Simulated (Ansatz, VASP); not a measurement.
**Ta2Si2O in VASP and in Ansatz**

The input INCAR:

```
SYSTEM = Ta2Si2O
PREC = Accurate
ENCUT = 520
EDIFF = 1E-7
ISMEAR = 0
SIGMA = 0.1
LREAL = .False.
LASPH = .True.
NELM = 150
ALGO = Normal
ISIF = 2
LWAVE = .False.
LCHARG = .False.
ISPIN = 2
MAGMOM = 1 1 0 0 0
LORBIT = 11
LMAXMIX = 4
LDIPOL = .True.
IDIPOL = 3
DIPOL = 0.5 0.5 0.294
GGA = PE
NBANDS = 30
```

Contents of KPOINTS:

```
regular mesh
0
Gamma
  4 4 1
  0 0 0
```

File POSCAR:

```
Ta2Si2O
1.0
    4.1597695932      0.0000000000      0.0000000000
    0.0000000000      4.1597695932      0.0000000000
    0.0000000000      0.0000000000     32.3490036400
Ta Si O
2 2 1
Direct
    0.0000000000      0.5000000000      0.2936721052
    0.5000000000      0.0000000000      0.2936721052
    0.0000000000      0.0000000000      0.3451503874
    0.0000000000      0.0000000000      0.2421938230
    0.5000000000      0.5000000000      0.2936721052
```

Input for Ansatz:

```yaml
crystal:
  lattice:
    - [4.1597695932, 0.0, 0.0]
    - [0.0, 4.1597695932, 0.0]
    - [0.0, 0.0, 32.34900364]
  atoms:
    - { symbol: Ta, position: [0.0, 0.5, 0.2936721052], spin: 1.0 }
    - { symbol: Ta, position: [0.5, 0.0, 0.2936721052], spin: 1.0 }
    - { symbol: Si, position: [0.0, 0.0, 0.3451503874] }
    - { symbol: Si, position: [0.0, 0.0, 0.242193823] }
    - { symbol: O, position: [0.5, 0.5, 0.2936721052] }
  periodic: [true, true, false]
basis:
  ecutwfc: 420
kpoints:
  mp_grid: { grid: [4, 4, 1] }
hamiltonian:
  xc: pbe
scf:
  occupations: { method: gaussian, width: 0.1 }
  lower_state_search: "off"
output:
  forces: true
  stress: true
  eigenvalues: true
  populations: true
magnetization:
  spin_polarized: true
```

Change from the starting cell: species swapped into a sheet of the Ti2Bi2O type.

Alike in both runs: task single point; functional PBE; k mesh 4 × 4 × 1; occupations gaussian, width 0.1 eV; collinear spin.

|  | VASP | Ansatz |
| --- | --- | --- |
| version | VASP 6.6.1 | Ansatz 0.2.0 |
| potentials or method | VASP PAW PBE potentials, release 64 (Ta_pv, Si, O) | scalar-relativistic, plane waves, PAW |
| plane-wave cutoff (eV) | 520 | 420 |
| valence electrons in the cell | 36 | 40 |

Ansatz gave:

| Property | Result |
| --- | --- |
| gap on the k mesh at the Fermi level (eV) | none |
| rms of the force components (eV/Å) | 0.004 |
| net moment per atom (μB) | 0.00 |

Task: Estimate VASP's values.

Result: gap on the k mesh at the Fermi level (eV): none; rms of the force components (eV/Å): 0.001; net moment per atom (μB): 0.00.

Atom by atom the forces differ by 0.002 eV/Å (rms over components). A gap of «none» marks a metal or a gap that the smearing closes. With one functional, cell and mesh, what is left measures potentials, basis and numerics. The two sets of potentials don't hold the same shells in valence. Ansatz warned: «seeded_moment_not_kept».

Caveats: the k mesh is coarse (spacing up to 0.38 Å⁻¹), so the values aren't converged. Spin-orbit coupling is left out, which matters for the levels of Ta.
